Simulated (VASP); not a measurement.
All values below come from PBEsol GGA, VASP's PBE PAW potentials (set 64) (plane waves; VASP).

A VASP calculation is set up with these files.

KPOINTS:
```
Automatic mesh
0
Gamma
16 16 16
0 0 0
```

**INCAR**
```
# general
SYSTEM   =  Ag
PREC     =  Accurate
ENCUT    =  500
LREAL    =  .FALSE.   # projection in real space or not
LASPH    =  .TRUE.   # aspherical one-centre terms

# electronic loop
EDIFF    =  1E-6
NELM     =  100   # most electronic steps
ALGO     =  Normal   # blocked Davidson
LMAXMIX  =  4

# smearing
ISMEAR   =  1   # Methfessel-Paxton
SIGMA    =  0.1

# functional
GGA      =  PS   # PBEsol

# ions
IBRION   =  2
NSW      =  40   # most ionic steps
ISIF     =  3   # ions, shape and volume
EDIFFG   =  -0.02   # ionic stop
PSTRESS  =  100

# output
LWAVE    =  .FALSE.
LCHARG   =  .FALSE.
```

**POSCAR**
```
Ag
1
    0.0000000000     1.9798313634     1.9798313634
    1.9798313634     0.0000000000     1.9798313634
    1.9798313634     1.9798313634     0.0000000000
Ag
1
Direct
  0.0000000000   0.0000000000   0.0000000000
```

POTCAR, in this order: Ag (PBE.64 set). Program: vasp_std.

**Question.** What will the output report for the number of irreducible k-points (NKPTS), largest plane-wave count, number of space-group operations, FFT grid (NGX, NGY, NGZ)?

**Answer.** 
```json
{
  "number of irreducible k-points (NKPTS)": "145",
  "largest_plane_wave_count": "411",
  "number_of_space_group_operations": "48",
  "FFT grid (NGX, NGY, NGZ)": "20 × 20 × 20"
}
```

The compound is Ag in the fcc structure. It was relaxed first under an external pressure of 10 GPa.
